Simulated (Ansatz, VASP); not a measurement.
# Cross-check of Si3N4 (Si3N4 (P6_3/m)) between VASP and Ansatz, part 2 of 3

Wanted: the spread between two codes on one cell, functional and k mesh. Of the first pair: The structure shown is the start of the Ansatz relaxation below; VASP solves that cell, so the two are compared at the walk's first step.

VASP 6.6.1 and Ansatz 0.2.0.

So far: Set-up; Ansatz: relaxation, PBEsol.

**3. VASP: single point, PBEsol, start cell, pair 1**

Level of this step: PBEsol; plane waves and PAW (Si, N) (VASP).

The same cell, functional, mesh and smearing now go to VASP, with its own data sets.

Lines of VASP's logs that name or quote its potential files are left out, and so is its time.

File INCAR:

```
SYSTEM = Si3N4
PREC = Accurate
ENCUT = 520
EDIFF = 1E-06
NELM = 120
ISMEAR = -1
SIGMA = 0.01
LREAL = Auto
ALGO = Normal
GGA = PS
NBANDS = 128
LORBIT = 11
LWAVE = .FALSE.
LCHARG = .FALSE.
ISIF = 2
LASPH = .TRUE.
GGA_COMPAT = .FALSE.
EFERMI = MIDGAP
NCORE = 2
```

File POSCAR:

```
Si3N4
1.0
    7.6244572548      0.0000000000      0.0000000000
   -3.8122286274      6.6029736727      0.0000000000
    0.0000000000      0.0000000000      8.7307673276
Si N
18 24
Direct
    0.2324455622      0.8260559415      0.2500000000
    0.4063896722      0.2324455403      0.0833333333
    0.8260559634      0.5936104529      0.0833333333
    0.1739441835      0.4063896503      0.2500000000
    0.5936104748      0.7675545629      0.2500000000
    0.7675545848      0.1739441616      0.0833333333
    0.2324455622      0.8260559415      0.5833333333
    0.4063896722      0.2324455403      0.4166666667
    0.8260559634      0.5936104529      0.4166666667
    0.1739441835      0.4063896503      0.5833333333
    0.5936104748      0.7675545629      0.5833333333
    0.7675545848      0.1739441616      0.4166666667
    0.2324455622      0.8260559415      0.9166666667
    0.4063896722      0.2324455403      0.7500000000
    0.8260559634      0.5936104529      0.7500000000
    0.1739441835      0.4063896503      0.9166666667
    0.5936104748      0.7675545629      0.9166666667
    0.7675545848      0.1739441616      0.7500000000
    0.3333334068      0.6666667183      0.2500000000
    0.6666667402      0.3333333849      0.0833333333
    0.9703841875      0.6699912122      0.2500000000
    0.3003930269      0.9703841656      0.0833333333
    0.6699912341      0.6996070982      0.0833333333
    0.3300089129      0.3003930050      0.2500000000
    0.0296159595      0.3300088910      0.0833333333
    0.6996071201      0.0296159376      0.2500000000
    0.3333334068      0.6666667183      0.5833333333
    0.6666667402      0.3333333849      0.4166666667
    0.9703841875      0.6699912122      0.5833333333
    0.3003930269      0.9703841656      0.4166666667
    0.6699912341      0.6996070982      0.4166666667
    0.3300089129      0.3003930050      0.5833333333
    0.0296159595      0.3300088910      0.4166666667
    0.6996071201      0.0296159376      0.5833333333
    0.3333334068      0.6666667183      0.9166666667
    0.6666667402      0.3333333849      0.7500000000
    0.9703841875      0.6699912122      0.9166666667
    0.3003930269      0.9703841656      0.7500000000
    0.6699912341      0.6996070982      0.7500000000
    0.3300089129      0.3003930050      0.9166666667
    0.0296159595      0.3300088910      0.7500000000
    0.6996071201      0.0296159376      0.9166666667
```

File KPOINTS:

```
Automatic mesh
0
Gamma
1 1 1
0 0 0
```

PAW data sets: Si and N (PBE family, release 64).

The run is started by

```sh
mpirun -np 8 vasp_gam
```

Numbers of over 12 decimals in the logs are rounded to 6 here.

The log of the run:

```text
[banner, memory and clock lines left out]
running    8 mpi-ranks, on    1 nodes
[...]
|                                                                             |
|               ----> ADVICE to this user running VASP <----                  |
|                                                                             |
|     You enforced a specific xc type in the INCAR file but a different       |
|     [... a line on the potential file left out ...]
|     I HOPE YOU KNOW WHAT YOU ARE DOING!                                     |
|                                                                             |

 LDA part: xc-table for (Slater+PW92), standard interpolation
 POSCAR, INCAR and KPOINTS ok, starting setup
[...]
entering main loop
       N       E                     dE             d eps       ncg     rms          rms(c)
DAV:   1     0.166865869514E+04    0.16687E+04   -0.10731E+05   256   0.148E+03
DAV:   2    -0.199865320262E+03   -0.18685E+04   -0.17402E+04   384   0.344E+02
DAV:   3    -0.401892982530E+03   -0.20203E+03   -0.19945E+03   312   0.118E+02
DAV:   4    -0.407715985966E+03   -0.58230E+01   -0.58023E+01   312   0.201E+01
[...]
DAV:  14    -0.359539074309E+03   -0.72830E-05   -0.79220E-06   288   0.830E-03    0.519E-03
DAV:  15    -0.359539078292E+03   -0.39827E-05   -0.92586E-06   304   0.688E-03    0.333E-03
DAV:  16    -0.359539078108E+03    0.18400E-06   -0.40465E-07   200   0.228E-03
   1 F= -.35953908E+03 E0= -.35953908E+03  d E =0.000000E+00
```

From OUTCAR (step 3):

```text
  Total       -4.2767809     -4.2767809      8.6527582     -0.0000008      0.0000000      0.0000000
  in kB      -15.5893021    -15.5893021     31.5401849     -0.0000028      0.0000000      0.0000000
  external PRESSURE =       0.1205269 kB  Pullay stress =       0.0000000 kB

 POSITION                                       TOTAL-FORCE (eV/Angst)
 -----------------------------------------------------------------------------------
     -1.37684      5.45443      2.18269        -0.103242      0.047674     -0.000000
      2.21237      1.53483      0.72756        -0.092908     -0.065573     -0.000000
      4.03525      3.91959      0.72756        -0.010334      0.113247      0.000000
     -0.22302      2.68338      2.18269         0.010334     -0.113247      0.000000
      1.59986      5.06814      2.18269         0.092908      0.065573     -0.000000
      5.18907      1.14855      0.72756         0.103242     -0.047674      0.000000
     -1.37684      5.45443      5.09295        -0.103242      0.047674     -0.000000
      2.21237      1.53483      3.63782        -0.092908     -0.065573     -0.000000
      4.03525      3.91959      3.63782        -0.010334      0.113247     -0.000000
     -0.22302      2.68338      5.09295         0.010334     -0.113247      0.000000
      1.59986      5.06814      5.09295         0.092908      0.065573     -0.000000
      5.18907      1.14855      3.63782         0.103242     -0.047674     -0.000000
     -1.37684      5.45443      8.00320        -0.103242      0.047674     -0.000000
      2.21237      1.53483      6.54808        -0.092908     -0.065573      0.000000
[...]
-----------------------------------------------------------------------------------
    total drift:                               -0.003213     -0.002932     -0.000061

  FREE ENERGIE OF THE ION-ELECTRON SYSTEM (eV)
  ---------------------------------------------------
  free  energy   TOTEN  =      -359.5390781080 eV

  energy  without entropy=     -359.5390781080  energy(sigma->0) =     -359.53907811

[... 3 further parts left out ...]
[key lines of the parts left out:]
E-fermi :   8.6357
```

The run ends at a pressure of 0.01 GPa, with forces up to 0.11 eV/Å.

**4. Comparison**

Known differences besides the potentials themselves: the cutoff is 420 eV in Ansatz and 520 eV in VASP (PREC = Accurate, projectors in real space); Ansatz makes its cores anew for this functional, VASP keeps those of its PBE data sets. Total energies have different zeros and are not compared.

Forces on 7 of the 42 atoms, those with the largest forces and the largest differences (eV/Å; atoms numbered as in POSCAR):

```
atom         Ansatz x, y, z           VASP x, y, z
 N21  -0.116, -0.027, 0.000  -0.112, -0.025, 0.000
 N25    0.116, 0.027, 0.000    0.112, 0.025, 0.000
 N29  -0.116, -0.027, 0.000  -0.112, -0.025, 0.000
 N31   -0.081, 0.087, 0.000   -0.077, 0.085, 0.000
 N33    0.116, 0.027, 0.000    0.112, 0.025, 0.000
 N37  -0.116, -0.027, 0.000  -0.112, -0.025, 0.000
 N41    0.116, 0.027, 0.000    0.112, 0.025, 0.000
```

The forces differ by 1.9 meV/Å r.m.s., which is 3.1 % of the r.m.s. force of 0.061 eV/Å (both taken over all components).

**5. Ansatz: single point, PBEsol, pair 2**

A single point gives forces, pressure and levels at one fixed geometry, so differences don't come from the geometry; what else differs is listed under the comparison. This pair takes another cell of the material, with 14 atoms against 42 for the pair before.

The cell is taken from a series of runs on this material, whose earlier steps may have relaxed, scaled, displaced or heated it; both programs get it as it stands.

File input.yaml:

```yaml
crystal:
  lattice:
    - [7.62445725, 0.0, 0.0]
    - [-3.81222863, 6.60297367, 0.0]
    - [0.0, 0.0, 2.91025578]
  atoms:
    - { symbol: Si, position: [0.2335795993072, 0.8270731231122, 0.7499797646133] }
    - { symbol: Si, position: [0.4060890030432, 0.2330134540187, 0.2501477572948] }
    - { symbol: Si, position: [0.8264516723524, 0.5929084802701, 0.2500301973071] }
    - { symbol: Si, position: [0.1735483276476, 0.4070915197299, 0.7499698026929] }
    - { symbol: Si, position: [0.5939109969568, 0.7669865459813, 0.7498522427052] }
    - { symbol: Si, position: [0.7664204006928, 0.1729268768878, 0.2500202353867] }
    - { symbol: "N", position: [0.3339641018008, 0.6672736834288, 0.7499455044681] }
    - { symbol: "N", position: [0.6660358981992, 0.3327263165712, 0.2500544955319] }
    - { symbol: "N", position: [0.9707239149074, 0.6690630656554, 0.7499912052081] }
    - { symbol: "N", position: [0.3005038845917, 0.9714274618023, 0.2500948894566] }
    - { symbol: "N", position: [0.6704216922005, 0.6989349425163, 0.2499557323243] }
    - { symbol: "N", position: [0.3295783077995, 0.3010650574837, 0.7500442676757] }
    - { symbol: "N", position: [0.02927608509261, 0.3309369343446, 0.2500087947919] }
    - { symbol: "N", position: [0.6994961154083, 0.02857253819767, 0.7499051105434] }
basis:
  ecutwfc: 420.0
  ecutrho_ratio: 4
  xc_grid: 2
  fft_grid_basis: typed
  precision: f64
kpoints:
  mp_grid: { grid: [2, 2, 6], shift: [0.5, 0.5, 0.5] }
  band_path: { path: [VBM, CBM], npoints: 1 }
hamiltonian:
  xc: pbesol
  pseudopotentials:
    kind: paw
    xc_functional: pbe
    azcp:
      folder: soft_1
      "N": "soft_1/N.paw.azcp"
      Si: "soft_1/Si.paw.azcp"
scf:
  max_iter: 100
  self_checks: high
  occupations: { method: fixed }
output:
  forces: true
checkpoint:
  write: "../host.mesh.run"
  compress: false
  write_wavefunctions: true
  write_every: 100000
```

The run is started by

```sh
ansatz run input.yaml --threads 8 --pin off --max-ram 18841MiB --backend cpu --events-out ev --progress --plain --runs-dir out
```

The log of the run:

```text
[...]
Crystal: 14 atoms, lattice volume = 146.514 Å³
Basis set: ecut = 420 eV, 2859 PW (Γ), exchange–correlation on 108×108×40 points (8 copies of the dense FFT grid, shifted against one another)
Bands: 46, of which v1, the nominal top of the filled ones, is band 32 counted from 1 (31 counted from 0)
Symmetry: 2 space group operations
[...]
k-points: 12 of 24
[...]
--- Band table (eV; the first three rows and the last of 12) ---
  k-point 0: bands = [... 28 lower, 6.7688, 7.1968, 7.5742, 7.7073, 13.0557, 13.2207, 13.2307, 13.6798, ... 10 higher]
  k-point 1: bands = [... 28 lower, 6.5600, 6.8106, 7.0359, 7.5091, 13.2973, 13.5055, 13.9564, 14.3297, ... 10 higher]
  k-point 2: bands = [... 28 lower, 6.5313, 6.7586, 6.9176, 7.2125, 12.8387, 13.1010, 13.4833, 13.7561, ... 10 higher]
  k-point 11: bands = [... 28 lower, 6.7948, 7.3651, 7.4863, 7.8858, 12.9716, 13.1201, 13.3188, 13.3458, ... 10 higher]
[key lines of the parts left out:]
SCF converged after 10 iterations
Free energy (F): -6773.823269 eV
Fermi energy:    7.885794 eV
```

**6. VASP: single point, PBEsol, pair 2**

The same cell, functional and mesh now go to VASP, with its own data sets.

File INCAR:

```
SYSTEM = Si3N4
PREC = Accurate
ENCUT = 520
EDIFF = 1E-06
NELM = 120
ISMEAR = 0
SIGMA = 0.01
LREAL = .FALSE.
ALGO = Normal
GGA = PS
NBANDS = 46
LORBIT = 11
LWAVE = .FALSE.
LCHARG = .FALSE.
ISIF = 2
ISYM = 2
LASPH = .TRUE.
GGA_COMPAT = .FALSE.
EFERMI = MIDGAP
KPAR = 8
```

File POSCAR:

```
Si3N4
1.0
    7.6244572500      0.0000000000      0.0000000000
   -3.8122286300      6.6029736700      0.0000000000
    0.0000000000      0.0000000000      2.9102557800
Si N
6 8
Direct
    0.2335795993      0.8270731231      0.7499797646
    0.4060890030      0.2330134540      0.2501477573
    0.8264516724      0.5929084803      0.2500301973
    0.1735483276      0.4070915197      0.7499698027
    0.5939109970      0.7669865460      0.7498522427
    0.7664204007      0.1729268769      0.2500202354
    0.3339641018      0.6672736834      0.7499455045
    0.6660358982      0.3327263166      0.2500544955
    0.9707239149      0.6690630657      0.7499912052
    0.3005038846      0.9714274618      0.2500948895
    0.6704216922      0.6989349425      0.2499557323
    0.3295783078      0.3010650575      0.7500442677
    0.0292760851      0.3309369343      0.2500087948
    0.6994961154      0.0285725382      0.7499051105
```

File KPOINTS:

```
Points of the shifted mesh
24
Reciprocal
 0.2500000000  0.2500000000  0.0833333333 1
 0.2500000000  0.2500000000  0.2500000000 1
 0.2500000000  0.2500000000  0.4166666667 1
 0.2500000000  0.2500000000  0.5833333333 1
 0.2500000000  0.2500000000  0.7500000000 1
 0.2500000000  0.2500000000  0.9166666667 1
 0.2500000000  0.7500000000  0.0833333333 1
 0.2500000000  0.7500000000  0.2500000000 1
 0.2500000000  0.7500000000  0.4166666667 1
 0.2500000000  0.7500000000  0.5833333333 1
 0.2500000000  0.7500000000  0.7500000000 1
 0.2500000000  0.7500000000  0.9166666667 1
 0.7500000000  0.2500000000  0.0833333333 1
 0.7500000000  0.2500000000  0.2500000000 1
 0.7500000000  0.2500000000  0.4166666667 1
 0.7500000000  0.2500000000  0.5833333333 1
 0.7500000000  0.2500000000  0.7500000000 1
 0.7500000000  0.2500000000  0.9166666667 1
 0.7500000000  0.7500000000  0.0833333333 1
 0.7500000000  0.7500000000  0.2500000000 1
 0.7500000000  0.7500000000  0.4166666667 1
 0.7500000000  0.7500000000  0.5833333333 1
 0.7500000000  0.7500000000  0.7500000000 1
 0.7500000000  0.7500000000  0.9166666667 1
```

The run is started by

```sh
mpirun -np 8 vasp_std
```

The log of the run:

```text
[banner, memory and clock lines left out]
running    8 mpi-ranks, on    1 nodes
[...]
|                                                                             |
|           W    W    AA    RRRRR   N    N  II  N    N   GGGG   !!!           |
|           W    W   A  A   R    R  NN   N  II  NN   N  G    G  !!!           |
|           W    W  A    A  R    R  N N  N  II  N N  N  G       !!!           |
|           W WW W  AAAAAA  RRRRR   N  N N  II  N  N N  G  GGG   !            |
|           WW  WW  A    A  R   R   N   NN  II  N   NN  G    G                |
|           W    W  A    A  R    R  N    N  II  N    N   GGGG   !!!           |
|                                                                             |
|     For optimal performance we recommend to set                             |
|       NCORE = 2 up to number-of-cores-per-socket                            |
|     NCORE specifies how many cores store one orbital (NPAR=cpu/NCORE).      |
|     This setting can greatly improve the performance of VASP for DFT.       |
[...]
|     multi-core architectures or massively parallel machines. Do your        |
|     Unfortunately you need to use the default for GW and RPA                |
|     calculations (for HF NCORE is supported but not extensively tested      |
|     yet).                                                                   |
|                                                                             |

 [... a notice as in an earlier step ...]

 LDA part: xc-table for (Slater+PW92), standard interpolation
 POSCAR, INCAR and KPOINTS ok, starting setup
[...]
entering main loop
       N       E                     dE             d eps       ncg     rms          rms(c)
DAV:   1     0.267213370575E+03    0.26721E+03   -0.31501E+04  2208   0.129E+03
DAV:   2    -0.113420497130E+03   -0.38063E+03   -0.36205E+03  2818   0.272E+02
DAV:   3    -0.135825988794E+03   -0.22405E+02   -0.22255E+02  2840   0.686E+01
DAV:   4    -0.136163195819E+03   -0.33721E+00   -0.33608E+00  2816   0.908E+00
[...]
DAV:  13    -0.120391342106E+03   -0.22071E-04   -0.22165E-05  2496   0.210E-02    0.502E-03
DAV:  14    -0.120391347019E+03   -0.49132E-05   -0.50186E-06  2616   0.102E-02    0.293E-03
DAV:  15    -0.120391347727E+03   -0.70826E-06   -0.18256E-06  2152   0.524E-03
   1 F= -.12039135E+03 E0= -.12039135E+03  d E =0.000000E+00
```

From OUTCAR (step 6):

```text
  Total       -0.0612771      0.4012112      0.0332668     -0.1481156     -0.0083252     -0.0072849
  in kB       -0.6700841      4.3873668      0.3637832     -1.6196888     -0.0910388     -0.0796628
  external PRESSURE =       1.3603553 kB  Pullay stress =       0.0000000 kB

 POSITION                                       TOTAL-FORCE (eV/Angst)
 -----------------------------------------------------------------------------------
     -1.37207      5.46114      2.18263        -0.129831     -0.112017      0.007388
      2.20791      1.53858      0.72799        -0.056554      0.068775     -0.007690
      4.04094      3.91496      0.72765         0.017655      0.017416     -0.003233
     -0.22871      2.68801      2.18260        -0.017655     -0.017416      0.003233
      1.60432      5.06439      2.18226         0.056554     -0.068775      0.007690
      5.18430      1.14183      0.72762         0.129831      0.112017     -0.007388
      0.00250      4.40599      2.18253        -0.030024     -0.007937      0.000306
      3.80973      2.19698      0.72772         0.030024      0.007937     -0.000306
      4.85062      4.41781      2.18267         0.078622      0.096897      0.003118
     -1.41212      6.41431      0.72784         0.025877     -0.100598     -0.008226
      2.44710      4.61505      0.72744        -0.041418      0.021952     -0.006127
      1.36513      1.98792      2.18282         0.041418     -0.021952      0.006127
     -1.03839      2.18517      0.72759        -0.078622     -0.096897     -0.003118
      5.22435      0.18866      2.18242        -0.025877      0.100598      0.008226
 -----------------------------------------------------------------------------------
    total drift:                               -0.000000      0.000000     -0.000000

  FREE ENERGIE OF THE ION-ELECTRON SYSTEM (eV)
  ---------------------------------------------------
  free  energy   TOTEN  =      -120.3913477272 eV

  energy  without entropy=     -120.3913477272  energy(sigma->0) =     -120.39134773

[... 3 further parts left out ...]
[key lines of the parts left out:]
E-fermi :   8.7716
```

The gap is read on the k-mesh alone, so it is an upper bound where the band edges lie off the mesh.

**7. Comparison**

What differs besides the data sets and the points named for the pairs above, as far as they apply: fixed occupations in Ansatz, narrow Gaussian smearing in VASP; the cutoff is 420 eV in Ansatz and 520 eV in VASP. Total energies have different zeros and are not compared.

Compared:

```
              quantity  Ansatz   VASP  difference
gap on the k mesh (eV)   4.773  4.769      +0.003
```

Forces on 8 of the 14 atoms, those with the largest forces and the largest differences (eV/Å; atoms numbered as in POSCAR):

```
atom          Ansatz x, y, z            VASP x, y, z
 Si1   -0.126, -0.112, 0.007   -0.130, -0.112, 0.007
 Si5    0.055, -0.071, 0.008    0.057, -0.069, 0.008
 Si6    0.126, 0.112, -0.007    0.130, 0.112, -0.007
  N9     0.074, 0.093, 0.003     0.079, 0.097, 0.003
 N10   0.027, -0.105, -0.008   0.026, -0.101, -0.008
 N11   -0.046, 0.024, -0.006   -0.041, 0.022, -0.006
 N13  -0.074, -0.093, -0.003  -0.079, -0.097, -0.003
 N14    -0.027, 0.105, 0.008    -0.026, 0.101, 0.008
```

The forces differ by 2.3 meV/Å r.m.s., which is 4.0 % of the r.m.s. force of 0.057 eV/Å (both taken over all components). A gap on the mesh is an upper bound, since the band edges may lie between its points.

(Part 2 of 3 ends here.)

[Lines on the potential files, build, host, timing and source positions are cut from VASP's logs without a mark.]

[Logs are printed without paths, hosts, clocks, repeated set-up lines and the standing remarks that a program may print on its own settings, such as how far it seeks lower states.]

[Hosts, paths, dates, database ids (printed as entryN), source tags and the programs' standing remarks are cut or masked in the printed files.]
